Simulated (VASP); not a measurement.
Given:

```
KF
1.0
    0.00000     2.66645     2.66645
    2.66645     0.00000     2.66645
    2.66645     2.66645     0.00000
K F
1 1
Direct
  0.00000   0.00000   0.00000
  0.50000   0.50000   0.50000
```

These are optB86b-vdW, VASP's PBE PAW potentials (set 64) (plane waves; VASP) values and carry that method's errors. Settings: 520 eV cut-off, Gaussian smearing of 0.050 eV, potentials K_sv F.

### Question
Estimate the band gap (along the path) with the smallest direct gap where there is one.

### Answer

The band gap (along the path) comes out as 6.20 eV. The smallest direct gap (along the path) is 6.20 eV.

The compound is KF in the rock salt structure. It was relaxed first.
